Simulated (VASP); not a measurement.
```
AuCu
1.0
    2.78029     0.00000     0.00000
    0.00000     2.78029     0.00000
    0.00000     0.00000     3.49314
Cu Au
1 1
Direct
  0.50000   0.50000   0.50000
  0.00000   0.00000   0.00000
```

These are PBE GGA, VASP's PBE PAW potentials (set 64) (plane waves; VASP) values and carry that method's errors. Numerical set-up: 300 eV cut-off, 16×16×12 Γ-centred mesh, Gaussian smearing of 0.14 eV, potentials Cu Au.

At this cut-off the stress carries a Pulay error, which pulls relaxed volumes low.

Give the stress tensor in GPa (positive for a compressed cell).

```
18.01   0.00   0.00
 0.00  18.01   0.00
 0.00   0.00  17.96
```
The pressure is its mean diagonal, 17.99 GPa.

The structure comes from a computed database's CuAu entry; how it stands against other phases isn't given here. The cell was not relaxed at this level.
